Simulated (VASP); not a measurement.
Output of a VASP run:

OUTCAR:
```
 ion  position               nearest neighbor table
   1  0.000  0.500  0.325-   5 3.24   6 3.28   6 3.28   6 3.28   6 3.28
   2  0.500  0.000  0.441-   5 3.28   5 3.28   5 3.28   5 3.28   6 3.29   8 3.29
   3  0.000  0.500  0.559-   8 3.28   8 3.28   8 3.28   8 3.28   7 3.29   5 3.29
   4  0.500  0.000  0.675-   8 3.24   7 3.28   7 3.28   7 3.28   7 3.28
   5  0.000  0.500  0.441-   1 3.24   2 3.28   2 3.28   2 3.28   2 3.28   3 3.29
   6  0.500  0.000  0.324-   1 3.28   1 3.28   1 3.28   1 3.28   2 3.29
   7  0.000  0.500  0.676-   4 3.28   4 3.28   4 3.28   4 3.28   3 3.29
   8  0.500  0.000  0.559-   4 3.24   3 3.28   3 3.28   3 3.28   3 3.28   2 3.29
  LATTYP: Found a simple tetragonal cell.
 ALAT       =     4.6370392888
 C/A-ratio  =     6.0425485413
 Subroutine PRICEL returns:
 Original cell was already a primitive cell.
 Subroutine GETGRP returns: Found 16 space group operations
The static configuration has the point symmetry D_2d.
 The point group associated with its full space group is D_4h.
The dynamic configuration has the point symmetry D_2d.
 Subroutine INISYM returns: Found 16 space group operations
 Subroutine IBZKPT returns following result:
 Found      6 irreducible k-points:

 Following reciprocal coordinates:
            Coordinates               Weight
  0.000000  0.000000  0.000000      1.000000
  0.200000  0.000000  0.000000      4.000000
  0.400000  0.000000  0.000000      4.000000
  0.200000  0.200000  0.000000      4.000000
  0.400000  0.200000  0.000000      8.000000
  0.400000  0.400000  0.000000      4.000000
   k-points           NKPTS =      6   k-points in BZ     NKDIM =      6   number of bands    NBANDS=     38
   number of dos      NEDOS =    301   number of ions     NIONS =      8
   total plane-waves  NPLWV =  80640
   dimension x,y,z NGX =    24 NGY =   24 NGZ =  140
   dimension x,y,z NGXF=    48 NGYF=   48 NGZF=  280
   ions per type =               4   4
   PREC   = normal    normal or accurate (medium, high low for compatibility)
   ISTART =      1    job   : 0-new  1-cont  2-samecut
   ICHARG =      0    charge: 1-file 2-atom 10-const
   ISPIN  =      1    spin polarized calculation?
   LNONCOLLINEAR =      F non collinear calculations
   LSORBIT =      F    spin-orbit coupling
   INIWAV =      1    electr: 0-lowe 1-rand  2-diag
   ENCUT  =  400.0 eV  29.40 Ry    5.42 a.u.   7.56  7.56 45.69*2*pi/ulx,y,z
   NELM   =    100;   NELMIN=  4; NELMDL=  0     # of ELM steps
   EDIFF  = 0.1E-05   stopping-criterion for ELM
   LREAL  =      F    real-space projection
   NLSPLINE    = F    spline interpolate recip. space projectors
   LMAXMIX     =    4 max onsite mixed and CHGCAR
   VOSKOWN=      0    Vosko Wilk Nusair interpolation
   EDIFFG = 0.1E-04   stopping-criterion for IOM
   NSW    =      0    number of steps for IOM
   NBLOCK =      1;   KBLOCK =      1    inner block; outer block
   IBRION =     -1    ionic relax: 0-MD 1-quasi-New 2-CG
   NFREE  =      0    steps in history (QN), initial steepest desc. (CG)
   ISIF   =      2    stress and relaxation
   ISYM   =      2    0-nonsym 1-usesym 2-fastsym
   TEIN   =    0.0    initial temperature
   TEBEG  =    0.0;   TEEND  =   0.0 temperature during run
   SMASS  =  -3.00    Nose mass-parameter (am)
   PSTRESS=    0.0 pullay stress
   NELECT =      64.0000    total number of electrons
   EFERMI =   0.00;   METHOD = LEGACY
   ISMEAR =     0;   SIGMA  =   0.05  broadening in eV -4-tet -1-fermi 0-gaus
   IALGO  =     38    algorithm
   LDIAG  =      T    sub-space diagonalisation (order eigenvalues)
   IMIX   =      4    mixing-type and parameters
     AMIX     =   0.40;   BMIX     =  1.00
     AMIX_MAG =   1.60;   BMIX_MAG =  1.00
     AMIN     =   0.10
   GGA     = PS    functional components
   VOSKOWN =     0    Vosko Wilk Nusair interpolation
   LHFCALC =     F    Hartree Fock is set to
   LHFONE  =     F    Hartree Fock one center treatment
   AEXX    =    0.0000 exact exchange contribution
   IVDW    =     0    specifies the selected vdW correction
   LEPSILON=     F    determine dielectric tensor
   LRPA    =     F    only Hartree local field effects (RPA)
  energy-cutoff  :      400.00
  volume of cell :      602.48
...
```

File OSZICAR:
```
       N       E                     dE             d eps       ncg     rms          rms(c)
DAV:   1    -0.255267554963E+02   -0.25527E+02   -0.11589E-04   524   0.844E-02    0.130E-02
DAV:   2    -0.255267526274E+02    0.28689E-05   -0.43947E-05   522   0.302E-02    0.685E-03
DAV:   3    -0.255267489196E+02    0.37078E-05   -0.41956E-06   448   0.121E-02    0.441E-03
DAV:   4    -0.255267460177E+02    0.29019E-05   -0.56831E-06   420   0.150E-02    0.223E-03
DAV:   5    -0.255267459110E+02    0.10664E-06   -0.30815E-06   402   0.739E-03
   1 F= -.25526746E+02 E0= -.25526746E+02  d E =-.367282E-15
```

File OUTCAR:
```
------------------------ aborting loop because EDIFF is reached ----------------------------------------
  FORCE on cell =-STRESS in cart. coord.  units (eV):
  Direction    XX          YY          ZZ          XY          YZ          ZX
  --------------------------------------------------------------------------------------
  Total       -0.7203137     -0.7203137     -0.1739483      0.0000000      0.0000000      0.0000000
  in kB       -1.9155337     -1.9155337     -0.4625814      0.0000000      0.0000000      0.0000000
  external PRESSURE =      -1.4312163 kB  Pullay stress =       0.0000000 kB
  volume of cell :      602.48
      direct lattice vectors                 reciprocal lattice vectors
     4.637039289  0.000000000  0.000000000     0.215654847  0.000000000  0.000000000
     0.000000000  4.637039289  0.000000000     0.000000000  0.215654847  0.000000000
     0.000000000  0.000000000 28.019534990     0.000000000  0.000000000  0.035689386
 POSITION                                       TOTAL-FORCE (eV/Angst)
 -----------------------------------------------------------------------------------
      0.00000      2.31852      9.11968         0.000000      0.000000      0.012757
      2.31852      0.00000     12.36529        -0.000000      0.000000     -0.020396
      0.00000      2.31852     15.65425         0.000000      0.000000      0.020396
      2.31852      0.00000     18.89986        -0.000000      0.000000     -0.012757
      0.00000      2.31852     12.36179        -0.000000      0.000000      0.021758
      2.31852      0.00000      9.07395        -0.000000      0.000000     -0.002513
      0.00000      2.31852     18.94558         0.000000      0.000000      0.002513
      2.31852      0.00000     15.65775         0.000000      0.000000     -0.021758
 -----------------------------------------------------------------------------------
    total drift:                                0.000000      0.000000      0.000000
  FREE ENERGIE OF THE ION-ELECTRON SYSTEM (eV)
  ---------------------------------------------------
  free  energy   TOTEN  =       -25.5267459110 eV

  energy  without entropy=      -25.5267459110  energy(sigma->0) =      -25.52674591

 total charge

# of ion       s       p       d       tot
------------------------------------------
    1        1.956   5.565   0.024   7.544
    2        1.957   5.566   0.026   7.549
    3        1.957   5.566   0.026   7.549
    4        1.956   5.565   0.024   7.544
    5        1.592   3.285   0.001   4.878
    6        1.591   3.278   0.001   4.870
    7        1.591   3.278   0.001   4.870
    8        1.592   3.285   0.001   4.878
--------------------------------------------------
tot         14.190  35.388   0.104  49.682
```
(Selected blocks of OUTCAR.)

File POSCAR:
```
KBr(100) slab
1
    4.6370392888     0.0000000000     0.0000000000
    0.0000000000     4.6370392888     0.0000000000
    0.0000000000     0.0000000000    28.0195349903
K Br
4 4
Direct
  0.0000000000   0.5000000000   0.3254757084
  0.5000000000   0.0000000000   0.4413095068
  0.0000000000   0.5000000000   0.5586904932
  0.5000000000   0.0000000000   0.6745242916
  0.0000000000   0.5000000000   0.4411845516
  0.5000000000   0.0000000000   0.3238437644
  0.0000000000   0.5000000000   0.6761562356
  0.5000000000   0.0000000000   0.5588154484
```

Problem. Write an INCAR and KPOINTS that could have produced this output.

Solution. This is not unique; one that fits is the input of the run itself, PBEsol GGA, plane waves, VASP's PBE PAW potentials (set 64).

INCAR:
```
! general
SYSTEM   =  KBr(100) slab
PREC     =  Normal
ENCUT    =  400
LREAL    =  .False.
LASPH    =  .True.

! electronic loop
EDIFF    =  1E-6
NELM     =  100
NELMIN   =  4
ALGO     =  Normal
LMAXMIX  =  4

! smearing
ISMEAR   =  0
SIGMA    =  0.05

! functional
GGA      =  PS

! output
LWAVE    =  .False.
LCHARG   =  .False.
LORBIT   =  11
LVHAR    =  .True.

! other
LDIPOL   =  .True.
IDIPOL   =  3
DIPOL    =  0.5 0.5 0.5
```

File KPOINTS:
```
Automatic mesh
0
Gamma
5 5 1
0 0 0
```

POTCAR, in this order: K_sv Br (PBE.64 set). Program: vasp_std. Read from the step before: WAVECAR.

The cell is a thin slab with vacuum, built from KBr (rock salt): (100) face.
